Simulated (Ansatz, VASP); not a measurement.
# SnAs in two plane-wave programs, part 2 of 2

Wanted: the spread between two codes on one cell, functional and k mesh. The cell is taken from a series of runs on this material, whose earlier steps may have relaxed, scaled, displaced or heated it; both programs get it as it stands.

VASP 6.6.1 and Ansatz 0.2.0.

So far: Starting point; VASP: zone-centre phonons, r2SCAN.

**3. Ansatz: zone-centre phonons, r2SCAN**

Level of this step: Ansatz beside VASP: Kohn-Sham DFT, plane waves, r2SCAN (Ansatz).

Ansatz runs on its default PAW (the set named soft_2) files.

The same cell, functional, mesh and smearing now go to Ansatz, which takes its cutoff from its data sets.

File input.yaml:

```yaml
crystal:
  lattice:
    - [0.0, 2.8740491199, 2.8740491199]
    - [2.8740491199, 0.0, 2.8740491199]
    - [2.8740491199, 2.8740491199, 0.0]
  atoms:
    - { symbol: Sn, position: [0.0, 0.0, 0.0] }
    - { symbol: As, position: [0.5, 0.5, 0.5] }
kpoints:
  mp_grid: { grid: [12, 12, 12] }
hamiltonian:
  xc: r2scan
scf:
  occupations: { method: methfessel_paxton, width: 0.15 }
output:
  eigenvalues: true
phonons:
  method: dfpt
```

The run is started by

```sh
$ ansatz run input.yaml --threads 4 --pin off --max-ram 7168MiB --backend cpu --events-out ev --progress --plain --runs-dir out
```

Numbers of over 12 decimals in the logs are rounded to 6 here.

Output:

```text
Engine: ansatz 0.2.0, x86_64-unknown-linux-gnu
Pseudopotentials: kind: paw
Pseudopotential: Sn, paw, valence charge 14, recommended cutoff 500 eV (meta_gga), Sn.paw.azcp
Pseudopotential: As, paw, valence charge 15, recommended cutoff 500 eV (meta_gga), As.paw.azcp
Functional definition: r2SCAN
  parameter k0 = 0.174
  parameter k1 = 0.065
  parameter a1 = 4.9479
  exchange = r2scan_x(k0 = k0, k1 = k1, a1 = a1)
  correlation = r2scan_c
Crystal: 2 atoms, lattice volume = 47.480 Å³
Basis set: ecut = 500 eV, 1243 PW (Γ), exchange–correlation on 150×150×150 points (125 copies of the dense FFT grid, shifted against one another)
Bands: 19, of which v1, the nominal top of the filled ones, is band 15 counted from 1 (14 counted from 0)
Symmetry: 48 space group operations
k-points: 163 of 1728 (irreducible under 8 space group operations, time reversal used)
Non-local potential: Sn, projectors of the file, l = 0: 2, l = 1: 2, l = 2: 2, l = 3: 2
Non-local potential: As, projectors of the file, l = 0: 2, l = 1: 2, l = 2: 3, l = 3: 1
PAW form: soft (Blöchl's): semilocal exchange-correlation on the pseudo side does not see the compensation charge
PAW frozen core: Sn, regenerated for the run's functional (the file was generated under x = pbe(κ = 0.804, μ = 0.219515), c = pbe(β = 0.066725))
PAW frozen core: As, regenerated for the run's functional (the file was generated under x = pbe(κ = 0.804, μ = 0.219515), c = pbe(β = 0.066725))
PAW one-centre angular grid: Sn, 590 points (default); XC on 249 of its mesh's 2787 points in the sphere
PAW one-centre angular grid: As, 590 points (default); XC on 160 Gauss nodes
Initial density: superposition of atomic densities (neutral atoms: chi_scale 0, normalization atom), corrected by the library's trained network
Initial wavefunctions: pseudopotential atomic-orbital guess
Functional: x = r2scan, c = r2scan; τ floored in thin density (d = 2e-4 eV/Å³)
SCF iter   1: F=—  HF=-10903.311812 eV  |F-HF|=—  |Δ(HF+E_count)|=         —  Δρ=4.81e-3  dr2=7.90e-3  dr2_τ=1.69e-3  ethr=1.77e-3  ⟨swp⟩=5.2  Hψ=14484  notcnv=0
preconditioner: auto → none  [insulator: Δε(μ)=0.149 eV  Ē_g=19.200 eV  σ=0.150 eV  W_gap=0.70  n_scr=14 (ndim 8)  ℏωp=23.5 eV  f_vac=0.000  D(μ)=0.39/eV (n_scr^D=0)  ε∞_Penn≈2.5]
SCF iter   2: F=—  HF=-10903.328351 eV  |F-HF|=—  |Δ(HF+E_count)|=   1.65e-2  S|Δr|=    0.00e0  Δρ=1.94e-3  dr2=8.16e-4  dr2_τ=3.36e-5  ethr=2.72e-5  ⟨swp⟩=2.0  Hψ=7373  notcnv=0  defer=15
SCF iter   3: F=—  HF=-10903.328519 eV  |F-HF|=—  |Δ(HF+E_count)|=   1.68e-4  S|Δr|=    0.00e0  Δρ=8.17e-4  dr2=1.69e-4  dr2_τ=3.67e-6  ethr=2.82e-6  ⟨swp⟩=2.8  Hψ=5623  notcnv=0  defer=15
SCF iter   4: F=—  HF=-10903.328562 eV  |F-HF|=—  |Δ(HF+E_count)|=   4.28e-5  S|Δr|=    0.00e0  Δρ=1.42e-4  dr2=1.23e-5  dr2_τ=2.57e-7  ethr=5.82e-7  ⟨swp⟩=2.0  Hψ=3789  notcnv=0  defer=15
SCF iter   5: F=—  HF=-10903.328557 eV  |F-HF|=—  |Δ(HF+E_count)|=   4.04e-6  S|Δr|=    0.00e0  Δρ=2.33e-5  dr2=1.29e-7  dr2_τ=6.11e-9  ethr=4.25e-8  ⟨swp⟩=2.1  Hψ=4591  notcnv=0  defer=15
SCF iter   6: F=—  HF=-10903.328557 eV  |F-HF|=—  |Δ(HF+E_count)|=   2.49e-9  S|Δr|=    0.00e0  Δρ=4.10e-6  dr2=4.19e-9  dr2_τ=1.21e-10  ethr=4.43e-10  ⟨swp⟩=3.0  Hψ=4666  notcnv=0  defer=15
SCF iter   7: F=—  HF=-10903.328558 eV  |F-HF|=—  |Δ(HF+E_count)|=   5.65e-9  S|Δr|=    0.00e0  Δρ=5.84e-7  dr2=1.98e-10  dr2_τ=4.49e-12  ethr=1.45e-11  ⟨swp⟩=2.0  Hψ=5442  notcnv=0  defer=15
SCF iter   8: F=-10903.328558 eV  HF=-10903.328558 eV  |F-HF|=0.00e0  |Δ(HF+E_count)|=  3.64e-11  S|Δr|=    0.00e0  Δρ=1.04e-7  dr2=4.18e-12  dr2_τ=4.55e-14  ethr=1.00e-12  ⟨swp⟩=5.4  Hψ=13462  notcnv=0
SCF 1 converged in 8 iterations: F = -10903.328558 eV  dr2 = 4.18e-12
  greatest PAW one-centre occupation: 0.999 electrons in one spin orbital (limit 2), on the As atom at site 1 (counted from 0), in its partial waves of l = 2
DFPT response loops at Γ: preconditioner auto → Kerker (q_TF=auto, 2.513 Å⁻¹) (partly filled bands, converged f_vac=0.001); β = 1.00, the filter's whole step (`scf.mixing.beta` (0.50) is not read by the response loops under this deck's `scf.mixing.preconditioner`; to damp them name `kerker` or `kerker_dos`, under which they read `scf.mixing.beta`, and type it under 1.00, their step now; both keys bind the ground state too); Broyden in place of MSR1
SCF converged after 8 iterations
Stability not checked: this state was not tested for a lower state beside it, because cold or Methfessel-Paxton smearing, or corrected tetrahedra, fill the levels in a way that the test cannot read (fill_not_monotonic; see scf.lower_state_search)
Free energy (F): -10903.328558 eV
Harris-Foulkes:  -10903.328558 eV  (|F-HF|=0.00e0)
Internal energy: -10903.328998 eV  (E = F + TS)
E sigma→0 (E₀):  -10903.328668 eV
Entropy (-TS):   0.000440 eV (0.220 meV/atom)
Fermi energy:    10.875591 eV
--- Per-component energies (eV) ---
  E_band       = -323.212696
  E_kinetic    = 289.239803
  E_local      = -2496.053600  (includes V_loc(G=0)·N_el)
  E_nonlocal   = -702.876062
  E_hartree    = 1454.078736
  E_xc         = -449.026720
  E_vxc        = -188.907111  (∫ρ·V_xc dr)
  E_paw        = -6006.968880  (= ΣΔE_a)
  E_vpaw       = -143.696896  (= ΣTr[D̂ρ^β])
  E_aug_tail   = -0.000006  (compensation charges beyond the density's cutoff)
  E_vtau       = 10.923714  (kinetic-family band-sum trace: ∫τ·v_τ [+ j·A + Jᵃ·Aᵃ] dr)
  E_ewald      = -2991.000182
  E_core_change = -0.722088  (= ΣΔE_core)
  E_smearing   = 0.000440  (= −TS)
  E_closure    = -0.000000  (closes the sum)
  Σ components = -10903.328558   (vs F -10903.328558, Δ=0.00e0)
--- Band table (eV; the first three rows and the last of 163) ---
  k-point 0: bands = [... 11 lower, 8.2657, 9.5505, 9.5505, 9.5505, 16.5565, 16.5565, 16.5565, 17.2298]
  k-point 1: bands = [... 11 lower, 7.4124, 9.5619, 9.5619, 10.2468, 15.9850, 15.9850, 16.0330, 17.2878]
  k-point 2: bands = [... 11 lower, 6.0834, 9.6034, 9.6034, 11.0873, 14.9562, 14.9562, 15.2172, 17.3957]
  k-point 162: bands = [... 11 lower, 3.5404, 5.8113, 5.8113, 11.6910, 13.1430, 17.2236, 17.2236, 20.0869]
--- Phonons (Γ-DFPT): 2 representative perturbations + reference, on 163 of 1728 k-points (Σ response iterations 14) ---
  k mesh reduced under 8 symmetry operations, with k and −k counted as one. Each operation leaves every solved perturbation unchanged. A smaller set is not considered because the functional reads the kinetic-energy density
  ASR residual: 2.061e-4 → 0.000e0 eV/Å²; symmetrization residual: 5.277e-6 eV/Å²
  ASR residual per site (eV/Å²): 2.06e-4 3.13e-5
  Γ frequencies (cm⁻¹): 0.00 0.00 0.00 79.66 79.66 79.66
  non-analytic LO–TO correction: not included (Born effective charges unavailable; polar crystals: no LO–TO splitting at Γ)
```

**4. Side by side**

Known differences besides the potentials themselves: VASP keeps PBE cores, Ansatz makes them for the functional; the data sets hold 29 valence electrons in Ansatz (on its default PAW (the set named soft_2) files) and 19 in VASP; the cutoff is 500 eV in Ansatz and 550 eV in VASP; VASP uses finite displacements, Ansatz perturbation theory. Total energies have different zeros and are not compared.

The two programs side by side:

| quantity | Ansatz | VASP | difference |
| --- | --- | --- | --- |
| optical mode 1 to 3 (cm⁻¹) | 79.7 | 80.2 | -0.61 % |

Modes are paired by rising frequency, not by their patterns, so a pair may set unlike modes beside each other; they are those without the splitting of longitudinal modes.

**5. What came out**

```
r.m.s. difference of the optical zone-centre modes, each program's sorted by frequency (zone-centre phonons, r2SCAN) : 0.49 cm⁻¹
difference in optical mode 1 to 3 (zone-centre phonons, r2SCAN)                                                      : -0.6 %
```

What this shows: The r.m.s. difference of the optical zone-centre modes, each program's sorted by frequency is 0.49 cm⁻¹ (zone-centre phonons, r2SCAN). The data sets hold unlike numbers of valence electrons (29 in Ansatz and 19 in VASP), so part of the differences comes from the potentials. Among the rows given in per cent, the largest difference of the zone-centre phonons, r2SCAN pair is in optical mode 1 to 3, -0.6 %. 1 further run of this series is not shown here. How closely two codes agree says nothing of how well the functional describes the real material.

[Lines on the potential files, build, host, timing and source positions are cut from VASP's logs without a mark.]

[Logs are printed without paths, hosts, clocks, repeated set-up lines and the standing remarks that a program may print on its own settings, such as how far it seeks lower states.]

[Hosts, paths, dates, database ids (printed as entryN), source tags and the programs' standing remarks are cut or masked in the printed files.]
